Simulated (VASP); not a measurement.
Data:

```xyz
3
Lattice="1.8331 -3.1750 0.0000 1.8331 3.1750 0.0000 0.0000 0.0000 5.8630" Properties=species:S:1:pos:R:3 pbc="T T T"
Sn     0.0000     0.0000     0.0000
S      1.8331     1.0583     1.4818
S      1.8331    -1.0583     4.3812
```

The numbers are results of vdW-DF-cx, VASP's PBE PAW potentials (set 64) (plane waves; VASP 6.6.1), not measurements. Settings: 520 eV cut-off, 8×8×4 Γ-centred mesh, tetrahedra with Blöchl corrections, potentials Sn_d S.

Problem. What does the run give for the energy per atom (σ→0)?

Solution. 
```
Quantity                        Value
---------------------  --------------
energy per atom (σ→0)  -2.465 eV/atom
```

The absolute energy has meaning only against runs of the same code, potentials and settings.

The compound is SnS2 in the 1T layered structure. It was relaxed first.
